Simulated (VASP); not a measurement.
# ZrGeS under strain, part 2 of 2

How does the pressure of ZrGeS answer to a change of volume? The bands are shown for each cell. All runs use r2SCAN. Left out of this account: at least 1 further run (self-consistent run: a reference on another mesh). The start is a cell from a database of measured crystal structures.

VASP 6.6.1; r2SCAN; plane waves and PAW (Zr_sv, Ge_d, S).

Still holding for the runs below: Spin-orbit coupling is off here; it would split degenerate levels.

So far, pressure (GPa): step 2 (bands, cell as listed) 1.59; step 3 (cell volume +4.0 %) -3.37; step 4 (cell volume +8.0 %) -7.36; step 5 (bands, sheared, principal strains -2.3, -0.8, +3.2 %) 1.82.

### Step 6. Bands, volume times 0.96

The cell is compressed evenly, with fractional positions held.

File INCAR:

```
SYSTEM = ZrGeS
PREC = Accurate
ENCUT = 410
EDIFF = 1E-06
NELM = 100
ISMEAR = -1
SIGMA = 0.05
LREAL = .FALSE.
ALGO = Normal
METAGGA = R2SCAN
LASPH = .TRUE.
NBANDS = 49
LORBIT = 11
LWAVE = .FALSE.
LCHARG = .FALSE.
KPAR = 4
```

File POSCAR:

```
ZrGeS
1.0
    3.5769939926      0.0000000000      0.0000000000
    0.0000000000      3.5769939926      0.0000000000
    0.0000000000      0.0000000000      7.9106218496
Zr Ge S
2 2 2
Direct
    0.0000000000      0.5000000000      0.2760000000
    0.5000000000      0.0000000000      0.7240000000
    0.0000000000      0.0000000000      0.0000000000
    0.5000000000      0.5000000000      0.0000000000
    0.0000000000      0.5000000000      0.6220000000
    0.5000000000      0.0000000000      0.3780000000
```

File KPOINTS:

```
Automatic mesh
0
Gamma
8 8 4
0 0 0
```

File KPOINTS_OPT:

```
Line mode
16
Line-mode
Reciprocal
  0.00000000   0.00000000   0.00000000 GAMMA
  0.00000000   0.50000000   0.00000000 X

  0.00000000   0.50000000   0.00000000 X
  0.50000000   0.50000000   0.00000000 M

  0.50000000   0.50000000   0.00000000 M
  0.00000000   0.00000000   0.00000000 GAMMA

  0.00000000   0.00000000   0.00000000 GAMMA
  0.00000000   0.00000000   0.50000000 Z

  0.00000000   0.00000000   0.50000000 Z
  0.00000000   0.50000000   0.50000000 R

  0.00000000   0.50000000   0.50000000 R
  0.50000000   0.50000000   0.50000000 A

  0.50000000   0.50000000   0.50000000 A
  0.00000000   0.00000000   0.50000000 Z

  0.00000000   0.50000000   0.00000000 X
  0.00000000   0.50000000   0.50000000 R

  0.50000000   0.50000000   0.00000000 M
  0.50000000   0.50000000   0.50000000 A
```

PAW data sets: Zr_sv, Ge_d and S (PBE family, release 64).

The run is started by

```
$ mpirun -np 4 vasp_std
```

It took 3.1 min on 4 MPI ranks of Intel Xeon Platinum 8488C (Sapphire Rapids), shared host; peak memory 1.3 GiB.

Numbers from this step:

```yaml
scf_cycles: 13
irreducible_k_points: 45
symmetry_operations: 16
free_energy_toten: -96.9971 eV
energy_at_zero_smearing: -96.9928 eV
fermi_energy: 10.09 eV
pressure: 7.623 GPa
```

The electronic bands at the labelled points (eV, zero at the Fermi level; # counts the bands kept in this run):

| point | #9 | #10 | #11 | #12 | #13 | #14 | #15 | #16 |
| --- | --- | --- | --- | --- | --- | --- | --- | --- |
| Γ | -2.64 | -2.64 | -2.57 | -1.38 | -0.18 | 0.69 | 1.00 | 1.23 |
| 0.47 of the way | -2.65 | -1.61 | -1.61 | -1.33 | 0.56 | 0.70 | 0.87 | 1.62 |
| X | -2.07 | -2.07 | -0.70 | -0.70 | 0.72 | 0.72 | 2.08 | 2.08 |
| 0.47 of the way | -3.69 | -3.69 | -2.35 | -2.35 | 1.66 | 1.66 | 2.52 | 2.52 |
| M | -4.24 | -4.24 | -2.72 | -2.72 | 2.78 | 2.78 | 3.06 | 3.06 |
| 0.47 of the way | -4.07 | -2.07 | -1.96 | -1.35 | 0.81 | 2.01 | 2.06 | 2.27 |
| Γ | -2.64 | -2.64 | -2.57 | -1.38 | -0.18 | 0.69 | 1.00 | 1.23 |
| 0.47 of the way | -2.71 | -2.63 | -2.63 | -2.04 | 0.05 | 0.94 | 1.01 | 1.25 |
| Z | -3.22 | -2.89 | -2.63 | -2.63 | 0.36 | 1.03 | 1.23 | 1.41 |
| 0.47 of the way | -3.19 | -2.52 | -1.73 | -1.04 | 0.25 | 0.38 | 1.28 | 1.86 |
| R | -2.31 | -2.31 | -0.41 | -0.41 | 0.88 | 0.88 | 1.88 | 1.88 |
| 0.53 of the way | -3.67 | -3.67 | -2.68 | -2.68 | 1.24 | 1.24 | 2.60 | 2.60 |
| A | -4.15 | -4.15 | -2.78 | -2.78 | 1.75 | 1.75 | 2.85 | 2.85 |
| 0.47 of the way | -3.82 | -3.00 | -2.30 | -1.42 | 1.31 | 1.71 | 1.82 | 2.01 |
| Z | -3.22 | -2.89 | -2.63 | -2.63 | 0.36 | 1.03 | 1.23 | 1.41 |
| jump to X | -2.07 | -2.07 | -0.70 | -0.70 | 0.72 | 0.72 | 2.08 | 2.08 |
| 0.47 of the way | -2.19 | -2.19 | -0.58 | -0.58 | 0.77 | 0.77 | 2.39 | 2.39 |
| R | -2.31 | -2.31 | -0.41 | -0.41 | 0.88 | 0.88 | 1.88 | 1.88 |
| jump to M | -4.24 | -4.24 | -2.72 | -2.72 | 2.78 | 2.78 | 3.06 | 3.06 |
| 0.53 of the way | -4.23 | -4.23 | -2.75 | -2.75 | 2.29 | 2.29 | 2.82 | 2.82 |
| A | -4.15 | -4.15 | -2.78 | -2.78 | 1.75 | 1.75 | 2.85 | 2.85 |

Of the projections kept (Zr, Ge, S), the largest for each band there, as a share of the weight inside these atoms' spheres; weight between the spheres isn't counted:

| point | #9 | #10 | #11 | #12 | #13 | #14 | #15 | #16 |
| --- | --- | --- | --- | --- | --- | --- | --- | --- |
| Γ | S 0.88 | S 0.88 | Zr 0.85 | S 0.58 | Ge 0.62 | Zr 0.78 | Zr 0.99 | Zr 0.88 |
| X | Ge 0.48 | Ge 0.48 | Zr 0.53 | Zr 0.53 | Zr 0.53 | Zr 0.53 | Zr 0.74 | Zr 0.74 |
| M | S 0.81 | S 0.81 | Zr 0.52 | Zr 0.52 | Zr 0.73 | Zr 0.73 | Zr 0.91 | Zr 0.91 |
| Γ | S 0.88 | S 0.88 | Zr 0.85 | S 0.58 | Ge 0.62 | Zr 0.78 | Zr 0.99 | Zr 0.88 |
| Z | Ge 0.78 | Zr 0.86 | S 0.90 | S 0.90 | Ge 0.53 | Zr 1.00 | Zr 0.99 | Zr 0.92 |
| R | Zr 0.50 | Zr 0.50 | Zr 0.52 | Zr 0.52 | Zr 0.50 | Zr 0.50 | Zr 0.59 | Zr 0.59 |

Force by atom:

| atom | x (eV/Å) | y (eV/Å) | z (eV/Å) | size |
| --- | --- | --- | --- | --- |
| Zr1 | 0.0000 | 0.0000 | -0.0243 | 0.0243 |
| Zr2 | 0.0000 | 0.0000 | 0.0243 | 0.0243 |
| Ge3 | 0.0000 | 0.0000 | 0.0000 | 0.0000 |
| Ge4 | 0.0000 | 0.0000 | 0.0000 | 0.0000 |
| S5 | 0.0000 | 0.0000 | -0.0851 | 0.0851 |
| S6 | 0.0000 | 0.0000 | 0.0851 | 0.0851 |

 The pressure is 7.62 GPa.

Between step 2 and this run (cell volume -4.0 %) the value for the pressure moves from 1.59 GPa to 7.62 GPa (+381 %).

### Step 7. Bands, volume times 0.92

The cell is scaled evenly once more. A prediction first. A least-squares parabola for the 4 pressures of evenly scaled cells so far, P = 1.59 -136.9 t +269 t² GPa with t = ln(V/V₁) and V₁ the volume at scale 1, gives 14.87 GPa at t = -0.0834.

INCAR is that of step 6.

Edit POSCAR of step 6 so:

```diff
@@ -2,5 +2,5 @@
 1.0
-    3.5769939926      0.0000000000      0.0000000000
-    0.0000000000      3.5769939926      0.0000000000
-    0.0000000000      0.0000000000      7.9106218496
+    3.5266070839      0.0000000000      0.0000000000
+    0.0000000000      3.5266070839      0.0000000000
+    0.0000000000      0.0000000000      7.7991897974
 Zr Ge S
```

KPOINTS is that of step 6.

KPOINTS_OPT is that of step 6.

The run is started by

```
$ mpirun -np 4 vasp_std
```

Elapsed: 3.1 min, on 4 MPI ranks; peak memory 1.3 GiB; 12 min of CPU time.

This step gave:

```
free energy (TOTEN)     : -96.6968 eV
energy at zero smearing : -96.6926 eV
Fermi energy            : 10.67 eV
pressure                : 15.13 GPa
```

The electronic bands at the labelled points (eV, zero at the Fermi level; # counts the bands kept in this run):

| point | #9 | #10 | #11 | #12 | #13 | #14 | #15 | #16 |
| --- | --- | --- | --- | --- | --- | --- | --- | --- |
| Γ | -2.73 | -2.66 | -2.66 | -1.34 | -0.07 | 0.67 | 1.02 | 1.29 |
| 0.47 of the way | -2.77 | -1.68 | -1.66 | -1.32 | 0.56 | 0.72 | 0.90 | 1.66 |
| X | -2.13 | -2.13 | -0.76 | -0.76 | 0.76 | 0.76 | 2.19 | 2.19 |
| 0.53 of the way | -4.26 | -4.26 | -2.53 | -2.53 | 1.78 | 1.78 | 2.82 | 2.82 |
| M | -4.30 | -4.30 | -2.84 | -2.84 | 2.93 | 2.93 | 3.23 | 3.23 |
| 0.47 of the way | -4.16 | -2.11 | -2.05 | -1.41 | 0.82 | 2.12 | 2.18 | 2.37 |
| Γ | -2.73 | -2.66 | -2.66 | -1.34 | -0.07 | 0.67 | 1.02 | 1.29 |
| 0.47 of the way | -2.89 | -2.65 | -2.65 | -2.02 | 0.18 | 0.94 | 1.03 | 1.29 |
| Z | -3.36 | -3.08 | -2.63 | -2.63 | 0.51 | 1.05 | 1.27 | 1.47 |
| 0.53 of the way | -3.22 | -2.42 | -1.70 | -0.75 | 0.23 | 0.32 | 1.33 | 2.08 |
| R | -2.40 | -2.40 | -0.44 | -0.44 | 0.92 | 0.92 | 1.91 | 1.91 |
| 0.53 of the way | -3.78 | -3.78 | -2.79 | -2.79 | 1.26 | 1.26 | 2.78 | 2.78 |
| A | -4.27 | -4.27 | -2.88 | -2.88 | 1.82 | 1.82 | 3.04 | 3.04 |
| 0.53 of the way | -3.64 | -3.17 | -2.32 | -0.85 | 0.87 | 1.79 | 2.03 | 2.18 |
| Z | -3.36 | -3.08 | -2.63 | -2.63 | 0.51 | 1.05 | 1.27 | 1.47 |
| jump to X | -2.13 | -2.13 | -0.76 | -0.76 | 0.76 | 0.76 | 2.19 | 2.19 |
| 0.53 of the way | -2.29 | -2.29 | -0.60 | -0.60 | 0.82 | 0.82 | 2.34 | 2.34 |
| R | -2.40 | -2.40 | -0.44 | -0.44 | 0.92 | 0.92 | 1.91 | 1.91 |
| jump to M | -4.30 | -4.30 | -2.84 | -2.84 | 2.93 | 2.93 | 3.23 | 3.23 |
| 0.47 of the way | -4.29 | -4.29 | -2.85 | -2.85 | 2.54 | 2.54 | 2.98 | 2.98 |
| A | -4.27 | -4.27 | -2.88 | -2.88 | 1.82 | 1.82 | 3.04 | 3.04 |

Of the projections kept (Zr, Ge, S), the largest for each band there, as a share of the weight inside these atoms' spheres; weight between the spheres isn't counted:

| point | #9 | #10 | #11 | #12 | #13 | #14 | #15 | #16 |
| --- | --- | --- | --- | --- | --- | --- | --- | --- |
| Γ | Zr 0.84 | S 0.87 | S 0.87 | S 0.57 | Ge 0.68 | Zr 0.76 | Zr 0.99 | Zr 0.87 |
| X | Ge 0.48 | Ge 0.48 | Zr 0.53 | Zr 0.53 | Zr 0.52 | Zr 0.52 | Zr 0.73 | Zr 0.73 |
| M | S 0.80 | S 0.80 | Zr 0.51 | Zr 0.51 | Zr 0.71 | Zr 0.71 | Zr 0.91 | Zr 0.91 |
| Γ | Zr 0.84 | S 0.87 | S 0.87 | S 0.57 | Ge 0.68 | Zr 0.76 | Zr 0.99 | Zr 0.87 |
| Z | Ge 0.78 | Zr 0.86 | S 0.90 | S 0.90 | Ge 0.57 | Zr 1.00 | Zr 0.99 | Zr 0.91 |
| R | Zr 0.50 | Zr 0.50 | Zr 0.51 | Zr 0.51 | Zr 0.48 | Zr 0.48 | Zr 0.58 | Zr 0.58 |

Force by atom:

| atom | x (eV/Å) | y (eV/Å) | z (eV/Å) | size |
| --- | --- | --- | --- | --- |
| Zr1 | 0.000 | 0.000 | 0.072 | 0.072 |
| Zr2 | 0.000 | 0.000 | -0.072 | 0.072 |
| Ge3 | 0.000 | 0.000 | 0.000 | 0.000 |
| Ge4 | 0.000 | 0.000 | 0.000 | 0.000 |
| S5 | 0.000 | 0.000 | -0.116 | 0.116 |
| S6 | 0.000 | 0.000 | 0.116 | 0.116 |

 The pressure is 15.13 GPa. The parabola predicted 14.87 GPa, -0.26 GPa off.

### Step 8. Bands, atoms displaced by up to 0.06 Å

In the first cell the atoms are moved off their sites at random; since the same shifts repeat in every cell, this is a frozen displacement of whole sublattices.

INCAR is that of step 7.

File POSCAR:

```
ZrGeS
1.0
    3.6260000000      0.0000000000      0.0000000000
    0.0000000000      3.6260000000      0.0000000000
    0.0000000000      0.0000000000      8.0190000000
Zr Ge S
2 2 2
Direct
   -0.0000350000      0.5012790000      0.2712460000
    0.5000410000     -0.0042940000      0.7214580000
   -0.0023880000     -0.0037320000     -0.0034720000
    0.4969150000      0.5160060000      0.0027200000
    0.0036660000      0.5039030000      0.6276590000
    0.5035090000     -0.0090770000      0.3808050000
```

KPOINTS is that of step 7.

KPOINTS_OPT is that of step 7.

The run is started by

```
$ mpirun -np 4 vasp_std
```

Elapsed: 5.1 min, on 4 MPI ranks; peak memory 2.7 GiB; 20 min of CPU time.

Numbers from this step:

* SCF cycles: 14
* irreducible k-points: 132
* symmetry operations: 1
* free energy (TOTEN): -97.0530 eV
* energy at zero smearing: -97.0488 eV
* Fermi energy: 9.533 eV
* pressure: 1.926 GPa

Electronic bands along the path, in eV, zero at the Fermi level; # counts the bands kept in this run:

| point | #9 | #10 | #11 | #12 | #13 | #14 | #15 | #16 |
| --- | --- | --- | --- | --- | --- | --- | --- | --- |
| Γ | -2.62 | -2.61 | -2.40 | -1.36 | -0.21 | 0.69 | 0.96 | 1.14 |
| 0.53 of the way | -2.39 | -1.62 | -1.48 | -1.04 | 0.58 | 0.61 | 1.01 | 1.75 |
| X | -2.07 | -1.88 | -0.89 | -0.50 | 0.55 | 0.82 | 1.95 | 2.09 |
| 0.47 of the way | -3.75 | -3.37 | -2.31 | -2.15 | 1.54 | 1.69 | 2.37 | 2.40 |
| M | -4.17 | -4.17 | -2.60 | -2.59 | 2.66 | 2.67 | 2.87 | 2.91 |
| 0.47 of the way | -3.88 | -2.00 | -1.87 | -1.27 | 0.81 | 1.90 | 1.97 | 2.17 |
| Γ | -2.62 | -2.61 | -2.40 | -1.36 | -0.21 | 0.69 | 0.96 | 1.14 |
| 0.53 of the way | -2.71 | -2.61 | -2.47 | -2.14 | 0.04 | 0.97 | 0.98 | 1.23 |
| Z | -3.05 | -2.81 | -2.61 | -2.50 | 0.26 | 0.97 | 1.25 | 1.33 |
| 0.53 of the way | -2.90 | -2.26 | -1.54 | -0.72 | 0.28 | 0.37 | 1.24 | 1.91 |
| R | -2.35 | -1.91 | -0.65 | -0.23 | 0.62 | 0.99 | 1.77 | 2.10 |
| 0.53 of the way | -3.66 | -3.36 | -2.61 | -2.50 | 1.14 | 1.33 | 2.40 | 2.47 |
| A | -4.03 | -3.90 | -2.67 | -2.66 | 1.59 | 1.78 | 2.70 | 2.71 |
| 0.47 of the way | -3.68 | -2.82 | -2.19 | -1.34 | 1.25 | 1.64 | 1.80 | 1.94 |
| Z | -3.05 | -2.81 | -2.61 | -2.50 | 0.26 | 0.97 | 1.25 | 1.33 |
| jump to X | -2.07 | -1.88 | -0.89 | -0.50 | 0.55 | 0.82 | 1.95 | 2.09 |
| 0.53 of the way | -2.24 | -1.89 | -0.76 | -0.36 | 0.56 | 0.90 | 2.15 | 2.35 |
| R | -2.35 | -1.91 | -0.65 | -0.23 | 0.62 | 0.99 | 1.77 | 2.10 |
| jump to M | -4.17 | -4.17 | -2.60 | -2.59 | 2.66 | 2.67 | 2.87 | 2.91 |
| 0.47 of the way | -4.16 | -4.15 | -2.63 | -2.62 | 2.23 | 2.40 | 2.68 | 2.69 |
| A | -4.03 | -3.90 | -2.67 | -2.66 | 1.59 | 1.78 | 2.70 | 2.71 |

Of the projections kept (Zr, Ge, S), the largest for each band there, as a share of the weight inside these atoms' spheres; weight between the spheres isn't counted:

| point | #9 | #10 | #11 | #12 | #13 | #14 | #15 | #16 |
| --- | --- | --- | --- | --- | --- | --- | --- | --- |
| Γ | S 0.82 | S 0.85 | Zr 0.80 | S 0.58 | Ge 0.56 | Zr 0.79 | Zr 0.99 | Zr 0.88 |
| X | Ge 0.47 | Ge 0.48 | Ge 0.50 | Zr 0.59 | Zr 0.52 | Zr 0.56 | Zr 0.79 | Zr 0.73 |
| M | S 0.82 | S 0.82 | Zr 0.53 | Zr 0.53 | Zr 0.74 | Zr 0.75 | Zr 0.93 | Zr 0.99 |
| Γ | S 0.82 | S 0.85 | Zr 0.80 | S 0.58 | Ge 0.56 | Zr 0.79 | Zr 0.99 | Zr 0.88 |
| Z | Ge 0.77 | Zr 0.56 | S 0.90 | S 0.61 | Zr 0.51 | Zr 1.00 | Zr 0.98 | Zr 0.91 |
| R | Zr 0.50 | Zr 0.50 | Ge 0.51 | Zr 0.59 | Zr 0.50 | Zr 0.52 | Zr 0.62 | Zr 0.57 |

Force by atom:

| atom | x (eV/Å) | y (eV/Å) | z (eV/Å) | size |
| --- | --- | --- | --- | --- |
| Zr1 | 0.028 | -0.211 | 0.531 | 0.572 |
| Zr2 | 0.049 | 0.339 | 0.528 | 0.629 |
| Ge3 | 0.011 | 0.424 | 0.098 | 0.435 |
| Ge4 | 0.048 | -0.580 | -0.334 | 0.671 |
| S5 | -0.077 | -0.271 | -0.535 | 0.605 |
| S6 | -0.059 | 0.300 | -0.287 | 0.420 |

 The pressure is 1.93 GPa, and the symmetry operations fall from 16 to 1.

### Step 9. The runs together

| cell | mesh | pressure (GPa) | gap (eV) |
| --- | --- | --- | --- |
| cell as listed | 8×8×4 | 1.59 | none |
| volume times 1.04 | 8×8×4 | -3.37 | none |
| volume times 1.08 | 8×8×4 | -7.36 | none |
| sheared, principal strains -2.3, -0.8, +3.2 % | 8×8×4 | 1.82 | none |
| volume times 0.96 | 8×8×4 | 7.62 | none |
| volume times 0.92 | 8×8×4 | 15.13 | none |
| atoms displaced by up to 0.06 Å | 8×8×4 | 1.93 | none |

### Step 10. What came out

```json
{
 "pressure, cell as listed": "1.59 GPa",
 "pressure, volume times 1.04": "-3.37 GPa",
 "pressure, volume times 1.08": "-7.36 GPa",
 "pressure, sheared, principal strains -2.3, -0.8, +3.2 %": "1.82 GPa",
 "pressure, volume times 0.96": "7.62 GPa",
 "pressure, volume times 0.92": "15.1 GPa",
 "pressure, atoms displaced by up to 0.06 Å": "1.93 GPa",
 "bulk modulus at the listed volume, shape and positions held": "138 GPa"
}
```

What this shows: The slope of pressure against ln V at the listed volume gives a bulk modulus of 138 GPa at fixed shape and positions, above that of a cell free to relax. The atoms were not relaxed in the changed cells. Spin-orbit coupling is left out; it would split some degenerate bands.

[Lines on the potential files, build, host, timing and source positions are cut from VASP's logs without a mark.]

[Logs are printed without paths, hosts, clocks, repeated set-up lines and the standing remarks that a program may print on its own settings, such as how far it seeks lower states.]

[Hosts, paths, dates, database ids (printed as entryN), source tags and the programs' standing remarks are cut or masked in the printed files.]

[A measured line is paired with the nearest computed mode of its activity, which favours agreement.]

[In band tables of VASP the shares of atoms and orbitals are scaled to a sum of 1 inside the atoms' spheres.]
